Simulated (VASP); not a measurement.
Consider the following.

```yaml
crystal:
  lattice:
    - [1.96877, -3.41002, 0.00000]
    - [1.96877, 3.41002, 0.00000]
    - [0.00000, 0.00000, 6.18142]
  atoms:
    - { symbol: La, position: [0.33333, 0.66667, 0.24722] }
    - { symbol: La, position: [0.66667, 0.33333, 0.75278] }
    - { symbol: O, position: [0.00000, 0.00000, 0.00000] }
    - { symbol: O, position: [0.33333, 0.66667, 0.64579] }
    - { symbol: O, position: [0.66667, 0.33333, 0.35421] }
```

All values below come from PBE GGA, VASP's PBE PAW potentials (set 64) (plane waves; VASP 6.6.1). Numerical set-up: 500 eV cut-off, 6×6×4 Γ-centred mesh, Gaussian smearing of 0.050 eV, potentials La O.

Q: Estimate the energy per atom (σ→0), band gap (on the k-mesh) with the smallest direct gap where there is one.

A: 
- band gap (on the k-mesh) = 3.86 eV
- smallest direct gap (on the k-mesh) = 3.97 eV
- energy per atom (σ→0) = -8.365 eV/atom

Total energies compare only between runs with the same potentials, cut-off and functional.

The compound is La2O3 in the a-type structure. It was relaxed first.
